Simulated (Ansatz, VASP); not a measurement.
## Cross-check of GaSb between VASP and Ansatz

Wanted: the spread between two codes on one cell, functional and k mesh. The cell is taken from a series of runs on this material, whose earlier steps may have relaxed, scaled, displaced or heated it; both programs get it as it stands.

Program: Ansatz 0.2.0. Level of theory: plane waves, with VASP 6.6.1 beside it; PBEsol. Results are calculated unless marked as measured.

### Step 1. Starting point

Symmetry: F-43m, No. 216, cubic system. The conventional cell has a = 5.987 Å, b = 5.987 Å, c = 5.987 Å, α = 90.00°, β = 90.00°, γ = 90.00°. Ga has 4 Sb at 2.59 Å nearest. Nearest to Sb lie 4 Ga at 2.59 Å. Farther neighbours are not listed.

### Step 2. Ansatz: zone-centre phonons, PBEsol

Ansatz runs on its PAW soft_1 files.

Second derivatives magnify differences that forces hide, and they need a tight electronic threshold.

Input file input.yaml:

```yaml
crystal:
  lattice:
    - [-0.0004467618, 2.993186937, 2.993186937]
    - [2.993186937, -0.0004467618, 2.993186937]
    - [2.993186937, 2.993186937, -0.0004467618]
  atoms:
    - { symbol: Ga, position: [2.51196e-05, 2.51196e-05, 2.51196e-05] }
    - { symbol: Sb, position: [0.7499748804, 0.7499748804, 0.7499748804] }
kpoints:
  mp_grid: { grid: [12, 12, 12], shift: [0.5, 0.5, 0.5] }
hamiltonian:
  xc: pbesol
  pseudopotentials: { kind: paw, azcp: { folder: soft_1 }, xc_functional: pbe }
scf:
  occupations: { method: gaussian, width: 0.015 }
output:
  eigenvalues: true
phonons:
  method: dfpt
```

Started as:

```sh
> ansatz run input.yaml --threads 4 --pin off --max-ram 10240MiB --backend cpu --events-out ev --progress --plain --runs-dir out
```

Numbers of over 12 decimals in the logs are rounded to 6 here.

What it wrote:

```text
Engine: ansatz 0.2.0, x86_64-unknown-linux-gnu
Pseudopotentials: kind: paw
Pseudopotential: Ga, paw, valence charge 13, recommended cutoff 420 eV (normal), soft_1/Ga.paw.azcp
Pseudopotential: Sb, paw, valence charge 15, recommended cutoff 420 eV (normal), soft_1/Sb.paw.azcp
Functional definition: PBEsol
  exchange = pbesol_x
  correlation = pbesol_c
Crystal: 2 atoms, lattice volume = 53.645 Å³
Basis set: ecut = 420 eV, 1067 PW (Γ), exchange–correlation on 60×60×60 points (8 copies of the dense FFT grid, shifted against one another)
Bands: 18, of which v1, the nominal top of the filled ones, is band 14 counted from 1 (13 counted from 0)
Symmetry: 6 space group operations
k-points: 468 of 1728 (irreducible under 2 space group operations, time reversal used)
Non-local potential: Ga, projectors of the file, l = 0: 2, l = 1: 2, l = 2: 3, l = 3: 1
Non-local potential: Sb, projectors of the file, l = 0: 2, l = 1: 2, l = 2: 2, l = 3: 1
PAW form: soft (Blöchl's): semilocal exchange-correlation on the pseudo side does not see the compensation charge
PAW frozen core: Ga, regenerated for the run's functional, and the local potential with it (the file was generated under x = pbe(κ = 0.804, μ = 0.219515), c = pbe(β = 0.066725))
PAW frozen core: Sb, regenerated for the run's functional, and the local potential with it (the file was generated under x = pbe(κ = 0.804, μ = 0.219515), c = pbe(β = 0.066725))
PAW one-centre angular grid: Ga, 590 points (default); XC on 64 Gauss nodes
PAW one-centre angular grid: Sb, 590 points (default); XC on 64 Gauss nodes
Initial density: superposition of atomic densities (chi_scale 0.1, normalization cell, long waves kept (reshape's long-wave potential 0.00 eV rms))
Initial wavefunctions: pseudopotential atomic-orbital guess
Functional: x = pbesol(κ = 0.804, μ = 0.123457), c = pbesol(β = 0.046)
SCF iter   1: F=—  HF=-10151.665167 eV  |F-HF|=—  |Δ(HF+E_count)|=         —  Δρ=3.33e-2  dr2=4.31e-1  ethr=3.10e-3  ⟨swp⟩=6.0  Hψ=46481  notcnv=0
preconditioner: auto → none  [insulator: Δε(μ)=0.546 eV  Ē_g=14.998 eV  σ=0.015 eV  W_gap=1.00  n_scr=14 (ndim 8)  ℏωp=21.5 eV  f_vac=0.001  D(μ)=0.00/eV (n_scr^D=0)  ε∞_Penn≈3.1]
SCF iter   2: F=—  HF=-10151.586414 eV  |F-HF|=—  |Δ(HF+E_count)|=   7.88e-2  Δρ=1.53e-2  dr2=7.24e-2  ethr=1.54e-3  ⟨swp⟩=2.0  Hψ=14049  notcnv=0
SCF iter   3: F=—  HF=-10151.585212 eV  |F-HF|=—  |Δ(HF+E_count)|=   1.20e-3  Δρ=4.84e-3  dr2=1.10e-2  ethr=2.59e-4  ⟨swp⟩=2.0  Hψ=14508  notcnv=0
SCF iter   4: F=—  HF=-10151.580356 eV  |F-HF|=—  |Δ(HF+E_count)|=   4.86e-3  Δρ=8.77e-4  dr2=2.44e-4  ethr=3.94e-5  ⟨swp⟩=3.0  Hψ=16334  notcnv=0
SCF iter   5: F=—  HF=-10151.580289 eV  |F-HF|=—  |Δ(HF+E_count)|=   6.62e-5  Δρ=3.80e-4  dr2=2.61e-5  ethr=8.71e-7  ⟨swp⟩=2.0  Hψ=14477  notcnv=0
SCF iter   6: F=—  HF=-10151.580294 eV  |F-HF|=—  |Δ(HF+E_count)|=   4.91e-6  Δρ=2.92e-5  dr2=4.13e-7  ethr=9.33e-8  ⟨swp⟩=2.0  Hψ=14542  notcnv=0
SCF iter   7: F=—  HF=-10151.580294 eV  |F-HF|=—  |Δ(HF+E_count)|=   4.16e-7  Δρ=6.81e-6  dr2=2.06e-8  ethr=1.48e-9  ⟨swp⟩=2.0  Hψ=14976  notcnv=0
SCF iter   8: F=—  HF=-10151.580294 eV  |F-HF|=—  |Δ(HF+E_count)|=   1.62e-8  Δρ=1.37e-6  dr2=9.05e-10  ethr=7.36e-11  ⟨swp⟩=2.1  Hψ=10457  notcnv=0
SCF iter   9: F=—  HF=-10151.580294 eV  |F-HF|=—  |Δ(HF+E_count)|=  5.86e-10  Δρ=1.74e-7  dr2=1.38e-11  ethr=3.23e-12  ⟨swp⟩=2.0  Hψ=14976  notcnv=0
SCF iter  10: F=-10151.580294 eV  HF=-10151.580294 eV  |F-HF|=1.82e-12  |Δ(HF+E_count)|=  7.28e-12  Δρ=1.59e-8  dr2=1.08e-13  ethr=1.00e-12  ⟨swp⟩=6.0  Hψ=37674  notcnv=0
SCF 1 converged in 10 iterations: F = -10151.580294 eV  dr2 = 1.08e-13
  greatest PAW one-centre occupation: 0.996 electrons in one spin orbital (limit 2), on the Sb atom at site 1 (counted from 0), in its partial waves of l = 2
DFPT response loops at Γ: preconditioner auto → none (the input reference at scf.mixing.eps_inf says where Resta's filter doesn't serve); β = 0.50; Broyden in place of MSR1
SCF converged after 10 iterations
Free energy (F): -10151.580294 eV
Harris-Foulkes:  -10151.580294 eV  (|F-HF|=1.82e-12)
Internal energy: -10151.580294 eV  (E = F + TS)
E sigma→0 (E₀):  -10151.580294 eV
Fermi energy:    8.788885 eV
--- Per-component energies (eV) ---
  E_band       = -240.954886
  E_kinetic    = 277.545812
  E_local      = -3294.406964  (includes V_loc(G=0)·N_el)
  E_nonlocal   = 300.304400
  E_hartree    = 1694.891034
  E_xc         = -161.179006
  E_vxc        = -147.142852  (∫ρ·V_xc dr)
  E_paw        = -6421.366010  (= ΣΔE_a)
  E_vpaw       = -767.037303  (= ΣTr[D̂ρ^β])
  E_aug_tail   = -0.000044  (compensation charges beyond the density's cutoff)
  E_ewald      = -2548.564349
  E_core_change = 1.194834  (= ΣΔE_core)
  E_smearing   = -0.000000  (= −TS)
  E_closure    = 0.000000  (closes the sum)
  Σ components = -10151.580294   (vs F -10151.580294, Δ=0.00e0)
--- Band table (eV; the first three rows and the last of 468) ---
  k-point 0: bands = [... 10 lower, -3.3980, 8.0523, 8.5193, 8.5193, 9.3946, 11.3580, 11.3580, 11.3740]
  k-point 1: bands = [... 10 lower, -3.2948, 6.9854, 8.1180, 8.4565, 9.9067, 11.4562, 11.5157, 11.9965]
  k-point 2: bands = [... 10 lower, -3.0423, 5.5442, 7.7291, 8.1793, 9.8698, 11.8125, 12.0365, 12.9849]
  k-point 467: bands = [... 10 lower, -1.6085, 1.8549, 7.0972, 7.2542, 9.2583, 12.2202, 12.3670, 14.9634]
--- Phonons (Γ-DFPT): 2 representative perturbations + reference, on 468 of 1728 k-points (Σ response iterations 6) ---
  k mesh reduced under 2 symmetry operations, with k and −k counted as one. Each operation leaves every solved perturbation unchanged. A smaller set is not used because it would not reduce the number of displacements times k-points to solve
  ASR residual: 2.575e-5 → 0.000e0 eV/Å²; symmetrization residual: 7.500e-6 eV/Å²
  ASR residual per site (eV/Å²): 2.57e-5 1.66e-5
  Γ frequencies (cm⁻¹): 0.00 0.00 0.00 237.91 237.92 237.92
  non-analytic LO–TO correction: not included (Born effective charges unavailable; polar crystals: no LO–TO splitting at Γ)
```

(Continued in part 2 of 3.)

[Lines on the potential files, build, host, timing and source positions are cut from VASP's logs without a mark.]

[Logs are printed without paths, hosts, clocks, repeated set-up lines and the standing remarks that a program may print on its own settings, such as how far it seeks lower states.]

[Hosts, paths, dates, database ids (printed as entryN), source tags and the programs' standing remarks are cut or masked in the printed files.]
